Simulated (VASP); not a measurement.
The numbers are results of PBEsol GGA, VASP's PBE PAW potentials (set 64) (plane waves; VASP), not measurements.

A VASP calculation is set up with these files.

**INCAR**
```
# general
SYSTEM   =  SnF4
PREC     =  Accurate
ENCUT    =  520
LREAL    =  .FALSE.
LASPH    =  .TRUE.

# electronic loop
EDIFF    =  1E-7
NELM     =  100
ALGO     =  Normal
LMAXMIX  =  4

# smearing
ISMEAR   =  -5

# functional
GGA      =  PS

# ions
ISIF     =  2

# output
LWAVE    =  .FALSE.
LCHARG   =  .TRUE.
LORBIT   =  11
NEDOS    =  601

# other
LEFG     =  .TRUE.
```

### KPOINTS
```
Automatic mesh
0
Gamma
9 9 9
0 0 0
```

### POSCAR
```
SnF4
1
   -2.0533353829     2.0533353829     3.9960488355
    2.0533353829    -2.0533353829     3.9960488355
    2.0533353829     2.0533353829    -3.9960488355
Sn F
1 4
Direct
  1.0000000000   1.0000000000   1.0000000000
  0.7626113546   0.7626113546   0.0000000000
  0.2373886454   0.2373886454   0.0000000000
  0.5000000000   1.0000000000   0.5000000000
  1.0000000000   0.5000000000   0.5000000000
```

POTCAR, in this order: Sn_d F (PBE.64 set). Program: vasp_std.

Output of the run:

### OUTCAR
```
 ion  position               nearest neighbor table
   1  0.000  0.000  0.000-   2 1.90   3 1.90   4 2.05   5 2.05   5 2.05   4 2.05
   2  0.763  0.763  0.000-   1 1.90
   3  0.237  0.237  0.000-   1 1.90
   4  0.500  0.000  0.500-   1 2.05   1 2.05
   5  0.000  0.500  0.500-   1 2.05   1 2.05
  LATTYP: Found a body centered tetragonal cell.
 ALAT       =     4.1066707658
 C/A-ratio  =     1.9461257371
 Subroutine PRICEL returns:
 Original cell was already a primitive cell.
 Subroutine GETGRP returns: Found 16 space group operations
The static configuration has the point symmetry D_4h.
The dynamic configuration has the point symmetry D_4h.
 Subroutine INISYM returns: Found 16 space group operations
 Subroutine IBZKPT returns following result:
 Found     75 irreducible k-points:

 Following reciprocal coordinates:
            Coordinates               Weight
  0.000000  0.000000  0.000000      1.000000
  0.111111 -0.000000  0.000000      8.000000
  0.222222  0.000000  0.000000      8.000000
  0.333333 -0.000000  0.000000      8.000000
  0.444444  0.000000  0.000000      8.000000
...
```

**OSZICAR**
```
       N       E                     dE             d eps       ncg     rms          rms(c)
DAV:   1     0.521652200040E+03    0.52165E+03   -0.22854E+04  3916   0.228E+03
DAV:   2     0.265781891366E+02   -0.49507E+03   -0.48318E+03  4553   0.605E+02
DAV:   3    -0.248935985105E+02   -0.51472E+02   -0.51280E+02  4186   0.187E+02
DAV:   4    -0.264880210489E+02   -0.15944E+01   -0.15916E+01  4691   0.353E+01
DAV:   5    -0.265286655844E+02   -0.40645E-01   -0.40620E-01  4708   0.546E+00    0.104E+01
DAV:   6    -0.239925158874E+02    0.25361E+01   -0.88564E+00  5531   0.420E+01    0.482E+00
DAV:   7    -0.239034955331E+02    0.89020E-01   -0.46902E-01  5157   0.622E+00    0.237E+00
DAV:   8    -0.238543149598E+02    0.49181E-01   -0.10531E-01  5728   0.427E+00    0.372E-01
DAV:   9    -0.238541948507E+02    0.12011E-03   -0.18083E-02  5968   0.157E+00    0.138E-01
DAV:  10    -0.238544331064E+02   -0.23826E-03   -0.21876E-03  5032   0.427E-01    0.851E-02
DAV:  11    -0.238545647396E+02   -0.13163E-03   -0.22982E-04  4060   0.137E-01    0.287E-02
DAV:  12    -0.238545737502E+02   -0.90106E-05   -0.28014E-05  5099   0.585E-02    0.921E-03
DAV:  13    -0.238545744187E+02   -0.66847E-06   -0.69305E-06  4669   0.372E-02    0.362E-03
DAV:  14    -0.238545745928E+02   -0.17414E-06   -0.13741E-06  4975   0.113E-02    0.133E-03
DAV:  15    -0.238545746944E+02   -0.10161E-06   -0.22588E-07  3385   0.824E-03    0.556E-04
DAV:  16    -0.238545746751E+02    0.19361E-07   -0.38737E-08  2445   0.202E-03
   1 F= -.23854575E+02 E0= -.23854575E+02  d E =0.000000E+00
```

**OUTCAR**
```
------------------------ aborting loop because EDIFF is reached ----------------------------------------
  FORCE on cell =-STRESS in cart. coord.  units (eV):
  Direction    XX          YY          ZZ          XY          YZ          ZX
  --------------------------------------------------------------------------------------
  Total       -0.0135355     -0.0135355      0.0504756      0.0000000      0.0000000      0.0000000
  in kB       -0.3217907     -0.3217907      1.2000009      0.0000000      0.0000000      0.0000000
  external PRESSURE =       0.1854731 kB  Pullay stress =       0.0000000 kB
  volume of cell :       67.39
      direct lattice vectors                 reciprocal lattice vectors
    -2.053335383  2.053335383  3.996048835     0.000000000  0.243506250  0.125123596
     2.053335383 -2.053335383  3.996048835     0.243506250  0.000000000  0.125123596
     2.053335383  2.053335383 -3.996048835     0.243506250  0.243506250  0.000000000
 POSITION                                       TOTAL-FORCE (eV/Angst)
 -----------------------------------------------------------------------------------
      0.00000      0.00000      0.00000         0.000000      0.000000      0.000000
      0.00000      0.00000      6.09486        -0.000000     -0.000000     -0.000250
      0.00000      0.00000      1.89723        -0.000000     -0.000000      0.000250
      0.00000      2.05334      0.00000         0.000000      0.000000      0.000000
      2.05334      0.00000      0.00000         0.000000      0.000000      0.000000
 -----------------------------------------------------------------------------------
    total drift:                                0.000000     -0.000000      0.000000
  FREE ENERGIE OF THE ION-ELECTRON SYSTEM (eV)
  ---------------------------------------------------
  free  energy   TOTEN  =       -23.8545746751 eV

  energy  without entropy=      -23.8545746751  energy(sigma->0) =      -23.85457468

 total charge

# of ion       s       p       d       tot
------------------------------------------
    1        0.844   0.988  10.383  12.215
    2        1.744   4.318   0.000   6.063
    3        1.744   4.318   0.000   6.063
    4        1.734   4.368   0.000   6.102
    5        1.734   4.368   0.000   6.102
--------------------------------------------------
tot          7.801  18.361  10.383  36.545

 Electric field gradients after diagonalization (V/A^2)
 (convention: |V_zz| > |V_xx| > |V_yy|)
----------------------------------------------------------------------
 ion       V_xx      V_yy      V_zz     asymmetry (V_yy - V_xx)/ V_zz
----------------------------------------------------------------------
   1     124.219   124.217  -248.435       0.000
   2     -91.869   -91.857   183.726       0.000
   3     -91.869   -91.857   183.726       0.000
   4    -100.380   -82.894   183.274       0.095
   5    -100.380   -82.894   183.274       0.095
```
(Selected blocks of OUTCAR.)

Without a dispersion term in the relaxation, distances and binding between the weakly bound layers, chains or molecules are unreliable, and so is what depends on them.

The structure comes from a computed database's SnF4 entry (I4/mmm); how it stands against other phases isn't given here. It was relaxed first.
